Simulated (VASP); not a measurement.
Calculation: PBE GGA with D3 dispersion (Becke-Johnson damping), VASP's PBE PAW potentials (set 64) (plane waves; VASP).

VASP ran on this input.

KPOINTS:
```
Automatic mesh
0
Gamma
8 8 8
0 0 0
```

**POSCAR**
```
AgCl
1
    0.0000000000     2.7249032444     2.7249032444
    2.7249032444     0.0000000000     2.7249032444
    2.7249032444     2.7249032444     0.0000000000
Ag Cl
1 1
Direct
  0.0000000000   0.0000000000   0.0000000000
  0.5000000000   0.5000000000   0.5000000000
```

### INCAR
```
SYSTEM = AgCl
PREC = Accurate
ENCUT = 520
EDIFF = 1E-7
NELM = 100
ALGO = Normal
LREAL = .FALSE.
LASPH = .TRUE.
ISMEAR = 0
SIGMA = 0.05
GGA = PE
IVDW = 12
LMAXMIX = 4
LWAVE = .FALSE.
LCHARG = .FALSE.
ISIF = 2
```

POTCAR, in this order: Ag Cl (PBE.64 set). Program: vasp_std.

Output of the run:

### OUTCAR
```
 ion  position               nearest neighbor table
   1  0.000  0.000  0.000-   2 2.72   2 2.72   2 2.72   2 2.72   2 2.72   2 2.72
   2  0.500  0.500  0.500-   1 2.72   1 2.72   1 2.72   1 2.72   1 2.72   1 2.72
  LATTYP: Found a face centered cubic cell.
 ALAT       =     5.4498064888
 Subroutine PRICEL returns:
 Original cell was already a primitive cell.
 Subroutine GETGRP returns: Found 48 space group operations
The static configuration has the point symmetry O_h .
The dynamic configuration has the point symmetry O_h .
 Subroutine INISYM returns: Found 48 space group operations
 Subroutine IBZKPT returns following result:
 Found     29 irreducible k-points:

 Following reciprocal coordinates:
            Coordinates               Weight
  0.000000  0.000000  0.000000      1.000000
  0.125000  0.000000  0.000000      8.000000
  0.250000  0.000000  0.000000      8.000000
  0.375000  0.000000  0.000000      8.000000
  0.500000  0.000000  0.000000      4.000000
  0.125000  0.125000  0.000000      6.000000
  0.250000  0.125000  0.000000     24.000000
  0.375000  0.125000  0.000000     24.000000
  0.500000  0.125000  0.000000     24.000000
...
```

**OSZICAR**
```
       N       E                     dE             d eps       ncg     rms          rms(c)
DAV:   1     0.106482005852E+03    0.10648E+03   -0.88625E+03   762   0.125E+03
DAV:   2    -0.107867507327E+01   -0.10756E+03   -0.10066E+03   892   0.263E+02
DAV:   3    -0.549373158315E+01   -0.44151E+01   -0.44021E+01   889   0.574E+01
DAV:   4    -0.552857095220E+01   -0.34839E-01   -0.34834E-01   844   0.564E+00
DAV:   5    -0.552906980268E+01   -0.49885E-03   -0.49885E-03   889   0.678E-01    0.745E+00
DAV:   6    -0.535830439736E+01    0.17077E+00   -0.32067E-01   819   0.795E+00    0.483E+00
DAV:   7    -0.535447322210E+01    0.38312E-02   -0.10531E-01   769   0.260E+00    0.214E+00
DAV:   8    -0.535367357415E+01    0.79965E-03   -0.50318E-03   809   0.901E-01    0.314E-01
DAV:   9    -0.535372951932E+01   -0.55945E-04   -0.73235E-04   849   0.365E-01    0.344E-02
DAV:  10    -0.535377695097E+01   -0.47432E-04   -0.56881E-05   789   0.812E-02    0.199E-02
DAV:  11    -0.535378649846E+01   -0.95475E-05   -0.10556E-05   789   0.302E-02    0.432E-03
DAV:  12    -0.535378650484E+01   -0.63817E-08   -0.44137E-07   869   0.874E-03
   1 F= -.60530590E+01 E0= -.60530590E+01  d E =-.176473E-13
```

File OUTCAR:
```
------------------------ aborting loop because EDIFF is reached ----------------------------------------
 Edisp (eV)   -0.69927
  FORCE on cell =-STRESS in cart. coord.  units (eV):
  Direction    XX          YY          ZZ          XY          YZ          ZX
  --------------------------------------------------------------------------------------
  Total       0.42257     0.42257     0.42257     0.00000     0.00000    -0.00000
  in kB      16.73108    16.73108    16.73108     0.00000     0.00000    -0.00000
  external pressure =       16.73 kB  Pullay stress =        0.00 kB
  volume of cell :       40.47
      direct lattice vectors                 reciprocal lattice vectors
     0.000000000  2.724903244  2.724903244    -0.183492754  0.183492754  0.183492754
     2.724903244  0.000000000  2.724903244     0.183492754 -0.183492754  0.183492754
     2.724903244  2.724903244  0.000000000     0.183492754  0.183492754 -0.183492754
  FREE ENERGIE OF THE ION-ELECTRON SYSTEM (eV)
  ---------------------------------------------------
  free  energy   TOTEN  =        -6.0530589920 eV

  energy  without entropy=       -6.0530589920  energy(sigma->0) =       -6.05305899
```
(Selected blocks of OUTCAR.)

The compound is AgCl in the rock salt structure. This cell is one point of a volume scan, at 0.97 of the reference volume.
